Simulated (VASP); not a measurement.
```yaml
crystal:
  lattice:
    - [0.00000, 2.98113, 2.98113]
    - [2.98113, 0.00000, 2.98113]
    - [2.98113, 2.98113, 0.00000]
  atoms:
    - { symbol: Ge, position: [0.00000, 0.00000, 0.00000] }
    - { symbol: Ge, position: [0.25000, 0.25000, 0.25000] }
```

Calculation: vdW-DF2, VASP's PBE PAW potentials (set 64) (plane waves; VASP 6.6.1). Numerical set-up: 520 eV cut-off, Gaussian smearing of 0.050 eV, potentials Ge_d.

Question: Estimate the band gap (along the path) with the smallest direct gap where there is one.

Answer: 
```
Property                                                     Result
-------------------------  ----------------------------------------
band gap (along the path)  none (metal, semimetal or under 0.01 eV)
```

The absolute energy has meaning only against runs of the same code, potentials and settings.

The compound is Ge in the diamond structure. It was relaxed first, which changed the volume by +17 %.
